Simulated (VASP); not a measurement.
Level of theory: PBE GGA, VASP's PBE PAW potentials (set 64) (plane waves; VASP).

VASP ran on this input.

### INCAR
```
SYSTEM = In
PREC = Accurate
ENCUT = 500
EDIFF = 1E-6
NELM = 100
ALGO = Normal
LREAL = .FALSE.
LASPH = .TRUE.
ISMEAR = 1
SIGMA = 0.1
GGA = PE
LMAXMIX = 4
LWAVE = .FALSE.
LCHARG = .FALSE.
IBRION = 2
ISIF = 3
NSW = 40
EDIFFG = -0.02
```

KPOINTS:
```
Automatic mesh
0
Gamma
16 16 16
0 0 0
```

**POSCAR**
```
In
1.0
 -1.6354125792   1.6354125792   2.5661983103
  1.6354125792  -1.6354125792   2.5661983103
  1.6354125792   1.6354125792  -2.5661983103
In
1
Direct
  0.0000000000   0.0000000000   0.0000000000
```

POTCAR, in this order: In_d (PBE.64 set). Program: vasp_std.

Output

**OSZICAR**
```
       N       E                     dE             d eps       ncg     rms          rms(c)
DAV:   1     0.697002908806E+02    0.69700E+02   -0.63700E+03  7014   0.156E+03
DAV:   2     0.194447625341E+00   -0.69506E+02   -0.68583E+02  7078   0.284E+02
DAV:   3    -0.252097966198E+01   -0.27154E+01   -0.26957E+01  8220   0.643E+01
DAV:   4    -0.258234291166E+01   -0.61363E-01   -0.61342E-01  8766   0.990E+00
DAV:   5    -0.258508883872E+01   -0.27459E-02   -0.27459E-02  8678   0.172E+00    0.207E+00
DAV:   6    -0.256472298693E+01    0.20366E-01   -0.40612E-02  8068   0.438E+00    0.103E+00
DAV:   7    -0.256093542871E+01    0.37876E-02   -0.13061E-02  8186   0.230E+00    0.238E-01
DAV:   8    -0.256072930883E+01    0.20612E-03   -0.76421E-04  8370   0.550E-01    0.321E-02
DAV:   9    -0.256073533113E+01   -0.60223E-05   -0.14702E-05  9324   0.563E-02    0.123E-02
DAV:  10    -0.256073626468E+01   -0.93355E-06   -0.11449E-06  5364   0.137E-02
   1 F= -.25607363E+01 E0= -.25607022E+01  d E =-.256074E+01
```

### OUTCAR
```
------------------------ aborting loop because EDIFF is reached ----------------------------------------
  FORCE on cell =-STRESS in cart. coord.  units (eV):
  Direction    XX          YY          ZZ          XY          YZ          ZX
  --------------------------------------------------------------------------------------
  Total       -0.0087075     -0.0087075     -0.0059832      0.0000000      0.0000000      0.0000000
  in kB       -0.5081556     -0.5081556     -0.3491696      0.0000000      0.0000000      0.0000000
  external PRESSURE =      -0.4551603 kB  Pullay stress =       0.0000000 kB
  volume of cell :       27.45
      direct lattice vectors                 reciprocal lattice vectors
    -1.635412579  1.635412579  2.566198310     0.000000000  0.305733248  0.194840749
     1.635412579 -1.635412579  2.566198310     0.305733248  0.000000000  0.194840749
     1.635412579  1.635412579 -2.566198310     0.305733248  0.305733248  0.000000000
 POSITION                                       TOTAL-FORCE (eV/Angst)
 -----------------------------------------------------------------------------------
      0.00000      0.00000      0.00000         0.000000      0.000000      0.000000
 -----------------------------------------------------------------------------------
    total drift:                               -0.000000     -0.000000     -0.000000
  FREE ENERGIE OF THE ION-ELECTRON SYSTEM (eV)
  ---------------------------------------------------
  free  energy   TOTEN  =        -2.5607362647 eV

  energy  without entropy=       -2.5606341267  energy(sigma->0) =       -2.56070222

 reached required accuracy - stopping structural energy minimisation
```
(Selected blocks of OUTCAR.)

The compound is In in the bct structure. It was relaxed first, which changed the volume by +5 %.
